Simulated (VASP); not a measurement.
Data:

```
CELL_PARAMETERS angstrom
      3.75916     0.00000     0.00000
      0.00000     3.75916     0.00000
      0.00000     0.00000     5.30508
ATOMIC_POSITIONS crystal
  Mg 0.50000 0.50000 0.50000
  Cd 0.00000 0.00000 0.00000
  S  0.00000 0.00000 0.50000
  S  0.50000 0.50000 0.00000
```

These are PBEsol GGA, VASP's PBE PAW potentials (set 64) (plane waves; VASP 6.6.1) values and carry that method's errors. Settings: 400 eV cut-off, 7×7×5 Γ-centred mesh, tetrahedra with Blöchl corrections, potentials Mg Cd S.

Question: Estimate the energy per atom (σ→0).

Answer: 
```
Property                        Value
---------------------  --------------
energy per atom (σ→0)  -3.906 eV/atom
```

Only differences to runs with the same potentials and settings are physical.

The structure comes from a computed database's MgCdS2 entry (P4/mmm); how it stands against other phases isn't given here. It was relaxed first.
